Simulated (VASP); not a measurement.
Here is a VASP 6.6.1 calculation.

The input INCAR:

```
PREC = Accurate
ENCUT = 520
EDIFF = 1E-7
ISMEAR = 1
SIGMA = 0.15
LREAL = F
LASPH = T
NELM = 80
ALGO = Fast
ISIF = 2
LWAVE = F
LCHARG = T
GGA = PS
LELF = T
LVHAR = T
NBANDS = 54
```

The input KPOINTS:

```
Automatic mesh
0
Gamma
  3 3 2
```

File POSCAR:

```
Ca2Pb5
1.0
    4.8560217700      0.0000000000      0.0000000000
    0.0000000000      4.8560217700      0.0000000000
    0.0000000000      0.0000000000      9.7120435400
Ca Pb
2 5
Direct
   -0.0004691083     -0.0077998003      0.0125286712
   -0.0004794048     -0.0078080375      0.4842951929
    0.4995329747      0.4910358958      0.4779557444
    0.4997164582      0.0142979178      0.2483748132
    0.4995177359      0.4911166203      0.0189370032
   -0.0003638781      0.5019446196      0.7484217889
    0.4994792270      0.0246364217      0.7484167436
```

Potentials or basis: VASP PAW PBE potentials, release 64 (Ca_sv, Pb_d).

Command:

```bash
$ cat potpaw_PBE.64/Ca_sv/POTCAR potpaw_PBE.64/Pb_d/POTCAR > POTCAR
$ mpirun -np 1 vasp_std > vasp.out
```

(1) Estimate the pressure.

(2) Predict the largest force.

## Answers

(1) -2.1 GPa.

(2) 0.015 eV/Å.

Caveat: the k mesh is coarse (spacing up to 0.43 Å⁻¹), so the values aren't converged; the PAW data sets were made with another functional, which shifts forces and pressure a little.
